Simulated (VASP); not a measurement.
Computed with PBEsol GGA, VASP's PBE PAW potentials (set 64) (plane waves; VASP).

The input files of a VASP run:

### POSCAR
```
FeO
1
    4.3300000000     2.1650000000     2.1650000000
    2.1650000000     4.3300000000     2.1650000000
    2.1650000000     2.1650000000     4.3300000000
Fe O
2 2
Direct
  0.0000000000   0.0000000000   0.0000000000
  0.5000000000   0.5000000000   0.5000000000
  0.2500000000   0.2500000000   0.2500000000
  0.7500000000   0.7500000000   0.7500000000
```

### INCAR
```
SYSTEM=FeO
PREC=Accurate; ENCUT=400; LREAL=F
LASPH=T
EDIFF=1E-6; NELM=100; ALGO=Normal
LMAXMIX=4
ISMEAR=-1; SIGMA=0.02
GGA=PS
MAGMOM=4.0 -4.0 0.0 0.0
ISPIN=2
ISIF=2
LWAVE=F; LCHARG=F; LORBIT=11
```

KPOINTS:
```
Automatic mesh
0
gamma
  5 5 5
0 0 0
```

POTCAR, in this order: Fe O (PBE.64 set). Program: vasp_std.

At this cut-off the stress carries a Pulay error, which pulls relaxed volumes low.

Estimate the energy per atom (σ→0), cell moment, pressure, band gap (on the k-mesh).

* **energy per atom (σ→0)**: -7.892 eV/atom
* **cell moment**: 0.00 μB
* **band gap (on the k-mesh)**: none (metal, semimetal or under 0.01 eV)
* **pressure**: -17.67 GPa

File OSZICAR:
```
...
DAV:  11    -0.315745628542E+02   -0.14646E-03   -0.16085E-02  2114   0.145E+00    0.131E-01
DAV:  12    -0.315748376264E+02   -0.27477E-03   -0.11941E-03  2060   0.358E-01    0.105E-01
DAV:  13    -0.315747884543E+02    0.49172E-04   -0.10780E-04  2116   0.199E-01    0.486E-02
DAV:  14    -0.315747779905E+02    0.10464E-04   -0.86403E-05  2226   0.135E-01    0.257E-02
DAV:  15    -0.315747840673E+02   -0.60769E-05   -0.49295E-05  2332   0.125E-01    0.231E-02
DAV:  16    -0.315747826326E+02    0.14347E-05   -0.42460E-06  1136   0.422E-02    0.115E-02
DAV:  17    -0.315747824909E+02    0.14171E-06   -0.74972E-06  1806   0.359E-02
   1 F= -.31574782E+02 E0= -.31569556E+02  d E =-.104538E-01  mag=    -0.0000
```

The structure is a typed FeO crystal (Fm-3m). The cell was not relaxed at this level. The k-mesh is coarse (spacing up to 0.48 per Å, 2π included), so the numbers may not be converged in it. The run is one of a series of settings (GGA = PS against the base run), some of them coarse on purpose.
